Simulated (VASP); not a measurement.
Given:

```xyz
2
Lattice="3.7947 0.0000 0.0000 -1.8973 3.2863 0.0000 0.0000 0.0000 14.3291" Properties=species:S:1:pos:R:3 pbc="T T T"
Y      1.8973     1.0954     7.1645
N      0.0000     2.1909     7.1645
```

The numbers are results of r2SCAN meta-GGA, VASP's PBE PAW potentials (set 64) (plane waves; VASP 6.6.1), not measurements. Run with 520 eV cut-off, 9×9×1 Γ-centred mesh, tetrahedra with Blöchl corrections, potentials Y_sv N.

The cell holds a wide vacuum, so values per volume refer to the whole cell.

Task: Give the energies of bands 6 to 11 at the high-symmetry points, in eV from the valence-band maximum.

Result: 
```json
[
 {"band": "6", "Γ": "-1.93", "M": "-1.62", "K": "-1.31"},
 {"band": "7", "Γ": "-1.93", "M": "-1.36", "K": "-1.26"},
 {"band": "8", "Γ": "-0.94", "M": "-0.10", "K": "0.00"},
 {"band": "9", "Γ": "1.16", "M": "3.36", "K": "3.04"},
 {"band": "10", "Γ": "3.17", "M": "4.42", "K": "3.21"},
 {"band": "11", "Γ": "3.55", "M": "4.44", "K": "3.85"}
]
```

The gap is indirect, 1.16 eV, from the valence maximum at M-K at 0.79 to the conduction minimum at Γ.

The cell is a sheet with vacuum, built from a generated structure.
